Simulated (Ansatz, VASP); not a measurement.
# Te2Mo in two plane-wave programs, part 2 of 2

Aim: how closely do two programs agree when they are given the same cell, functional and k mesh? The cell is taken from a series of runs on this material, whose earlier steps may have relaxed, scaled, displaced or heated it; both programs get it as it stands.

VASP 6.6.1 and Ansatz 0.2.0.

So far: Set-up; Ansatz: single point, HSE06; VASP: single point, HSE06.

**3. VASP: single point, HSE06 (continued)**

Level of this step: HSE06, no spin polarisation; plane waves and PAW (Te, Mo_sv) (VASP).

Numbers of over 12 decimals in the logs are rounded to 6 here.

OUTCAR, selected parts (step 3):

```text
ion  position               nearest neighbor table
   1  0.333  0.667  0.621-   6 2.73   6 2.73   6 2.73   3 3.62
   2  0.667  0.333  0.121-   5 2.73   5 2.73   5 2.73   4 3.62
   3  0.333  0.667  0.879-   6 2.73   6 2.73   6 2.73   1 3.62
   4  0.667  0.333  0.379-   5 2.73   5 2.73   5 2.73   2 3.62
   5  0.333  0.667  0.250-   2 2.73   4 2.73   2 2.73   4 2.73   2 2.73   4 2.73
   6  0.667  0.333  0.750-   1 2.73   3 2.73   1 2.73   3 2.73   1 2.73   3 2.73

  LATTYP: Found a hexagonal cell.
 ALAT       =     3.5357910000
 C/A-ratio  =     3.9520435456

 Subroutine GETGRP returns: Found 24 space group operations
 (whereof 12 operations were pure point group operations)

The static configuration has the point symmetry D_3d.
 The point group associated with its full space group is D_6h.

 Found     14 irreducible k-points:

   k-points           NKPTS =     14   k-points in BZ     NKDIM =     72   number of bands    NBANDS=     32

   dimension x,y,z NGX =    24 NGY =   24 NGZ =   96
   dimension x,y,z NGXF=    48 NGYF=   48 NGZF=  192

   ENCUT  =  400.0 eV  29.40 Ry    5.42 a.u.   5.77  5.77 22.79*2*pi/ulx,y,z

   NELECT =      52.0000    total number of electrons

 k-points in reciprocal lattice and weights: Automatic mesh
   0.00000000  0.00000000  0.00000000       0.014
   0.16666667  0.00000000  0.00000000       0.083
   0.33333333 -0.00000000  0.00000000       0.083
   0.50000000  0.00000000  0.00000000       0.042
   0.16666667  0.16666667  0.00000000       0.083
   0.33333333  0.16666667  0.00000000       0.167
   0.33333333  0.33333333  0.00000000       0.028
   0.00000000  0.00000000  0.50000000       0.014
   0.16666667  0.00000000  0.50000000       0.083
[...]
0.33333333  0.16666667  0.50000000       0.167
   0.33333333  0.33333333  0.50000000       0.028

  exchange ACFDT corr.  =         0.00000000  see jH, gK, PRB 81, 115126

 average (electrostatic) potential at core
       1 -82.5343       2 -82.5343       3 -82.5343       4 -82.5343       5 -68.3757
       6 -68.3757

 E-fermi :   7.7996

 k-point     1 :       0.0000    0.0000    0.0000
  band No.  band energies     occupation
    ...
     22       6.5515      2.00000
     23       6.5515      2.00000
     24       6.5619      2.00000
     25       7.2841      2.00000
     26       7.7100      2.00000
     27      11.1224      0.00000
     28      11.1224      0.00000
     29      11.2689      0.00000
     30      11.2689      0.00000
     31      11.3626      0.00000
    ...

 k-point     2 :       0.1667    0.0000    0.0000
  band No.  band energies     occupation
    ...
     22       6.0583      2.00000
     23       6.2876      2.00000
     24       6.6174      2.00000
     25       7.1938      2.00000
     26       7.2931      2.00000
     27       9.9614      0.00000
     28      10.2405      0.00000
     29      10.3053      0.00000
     30      10.5440      0.00000
     31      10.5590      0.00000
    ...

 k-point     3 :       0.3333   -0.0000    0.0000
  band No.  band energies     occupation
    ...
     22       6.1833      2.00000
     23       6.2774      2.00000
     24       6.5103      2.00000
     25       6.6168      2.00000
     26       6.7858      2.00000
     27       9.2626      0.00000
     28       9.6225      0.00000
     29       9.8804      0.00000
     30       9.9164      0.00000
     31      10.3791      0.00000
    ...

  Total       -2.2509007     -2.2509007     -2.3723352     -0.0000000      0.0000000      0.0000000
  in kB      -23.8371767    -23.8371767    -25.1231752     -0.0000000      0.0000000      0.0000000
  external PRESSURE =     -24.2658429 kB  Pullay stress =       0.0000000 kB

  energy-cutoff  :      400.00
  volume of cell :      151.29
      direct lattice vectors                 reciprocal lattice vectors
     3.535791000  0.000000000  0.000000000     0.282822146  0.163287442  0.000000000
    -1.767895500  3.062084829  0.000000000     0.000000000  0.326574885  0.000000000
     0.000000000  0.000000000 13.973600000     0.000000000  0.000000000  0.071563520

 POSITION                                       TOTAL-FORCE (eV/Angst)
 -----------------------------------------------------------------------------------
     -0.00000      2.04139      8.67119         0.000000     -0.000000      0.535833
      1.76790      1.02069      1.68439        -0.000000      0.000000      0.535833
     -0.00000      2.04139     12.28921         0.000000     -0.000000     -0.535833
      1.76790      1.02069      5.30241        -0.000000      0.000000     -0.535833
     -0.00000      2.04139      3.49340         0.000000     -0.000000     -0.000000
      1.76790      1.02069     10.48020        -0.000000     -0.000000     -0.000000
 -----------------------------------------------------------------------------------
    total drift:                               -0.000001     -0.000001     -0.000000

  FREE ENERGIE OF THE ION-ELECTRON SYSTEM (eV)
  ---------------------------------------------------
  free  energy   TOTEN  =       -43.5809745051 eV

  energy  without entropy=      -43.5809745051  energy(sigma->0) =      -43.58097451

 total charge
# of ion       s       p       d       tot
------------------------------------------
    1        1.349   2.104   0.065   3.518
    2        1.349   2.104   0.065   3.518
    3        1.349   2.104   0.065   3.518
    4        1.349   2.104   0.065   3.518
    5        2.250   6.151   3.918  12.318
    6        2.250   6.151   3.918  12.318
--------------------------------------------------
tot          9.894  20.719   8.095  38.708

[... 3 further parts left out ...]
```

This run has no spin polarisation, so a moment on Mo, if there is one, isn't seen.

**4. Side by side**

Known differences besides the potentials themselves: exact exchange at q = 0 is treated differently, which shows on coarse meshes; VASP keeps PBE cores, Ansatz makes them for the functional; fixed occupations in Ansatz, narrow Gaussian smearing in VASP; the data sets hold 92 valence electrons in Ansatz (on its PAW soft_1 files) and 52 in VASP; the cutoff is 420 eV in Ansatz and 400 eV in VASP; VASP takes a coarser grid for exact exchange (PRECFOCK = Fast). Total energies have different zeros and are not compared.

Both answers:

```csv
quantity,Ansatz,VASP,difference
gap on the k mesh (eV),1.210,1.203,+0.007
```

A gap on the mesh is an upper bound, since the band edges may lie between its points.

**5. Summary of results**

| Item | Value |
| --- | --- |
| difference in gap on the k mesh (single point, HSE06) | 0.0068 eV |

What this shows: The difference in gap on the k mesh is 0.0068 eV (single point, HSE06), within the 0.08 eV picked in this series as the mark of a large difference. The data sets hold unlike numbers of valence electrons (92 in Ansatz and 52 in VASP), so part of the differences comes from the potentials. How closely two codes agree says nothing of how well the functional describes the real material.

[Lines on the potential files, build, host, timing and source positions are cut from VASP's logs without a mark.]

[Logs are printed without paths, hosts, clocks, repeated set-up lines and the standing remarks that a program may print on its own settings, such as how far it seeks lower states.]

[Hosts, paths, dates, database ids (printed as entryN), source tags and the programs' standing remarks are cut or masked in the printed files.]
